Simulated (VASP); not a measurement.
OSZICAR of a VASP run on La (dhcp):

OSZICAR:
```
       N       E                     dE             d eps       ncg     rms          rms(c)
DAV:   1     0.572988477523E+03    0.57299E+03   -0.15096E+04  1256   0.232E+03
DAV:   2     0.125564907126E+03   -0.44742E+03   -0.44176E+03  1920   0.440E+02
DAV:   3     0.646399640398E+01   -0.11910E+03   -0.11811E+03  2282   0.272E+02
DAV:   4    -0.804942550324E+01   -0.14513E+02   -0.14223E+02  2304   0.958E+01
DAV:   5    -0.996732552069E+01   -0.19179E+01   -0.18681E+01  2432   0.331E+01    0.515E+00
DAV:   6    -0.102591287347E+02   -0.29180E+00   -0.23611E+00  2424   0.117E+01    0.287E+00
DAV:   7    -0.103484946895E+02   -0.89366E-01   -0.41329E-01  2240   0.495E+00    0.648E-01
DAV:   8    -0.103572829842E+02   -0.87883E-02   -0.48991E-02  2472   0.174E+00    0.301E-01
DAV:   9    -0.103592746948E+02   -0.19917E-02   -0.96324E-03  2304   0.673E-01    0.105E-01
DAV:  10    -0.103594355847E+02   -0.16089E-03   -0.14821E-03  2424   0.248E-01    0.197E-02
DAV:  11    -0.103594546022E+02   -0.19018E-04   -0.30663E-04  2280   0.105E-01    0.767E-03
DAV:  12    -0.103594609226E+02   -0.63204E-05   -0.60558E-05  2408   0.354E-02    0.254E-03
DAV:  13    -0.103594622666E+02   -0.13440E-05   -0.10526E-05  1960   0.130E-02    0.110E-03
DAV:  14    -0.103594626815E+02   -0.41490E-06   -0.18907E-06  1344   0.680E-03    0.252E-04
DAV:  15    -0.103594626917E+02   -0.10173E-07   -0.21642E-07  1256   0.504E-03
   1 F= -.10359463E+02 E0= -.10359699E+02  d E =-.103595E+02
```

Question: Which electronic solver shows in the log?

Answer: It is blocked Davidson (ALGO = Normal, or the opening steps of other solvers). The INCAR had ALGO = Normal.

Question: Can the final energy be trusted as converged?

Answer: The calculation finished and met its thresholds. It stopped with EDIFF = 1E-7, NELM = 100, NSW = 30 and EDIFFG = -0.01 after 1 ionic step (optB88-vdW, plane waves, VASP's PBE PAW potentials (set 64)).

The compound is La in the dhcp structure. This cell is one point of a volume scan, at 1.03 of the reference volume.
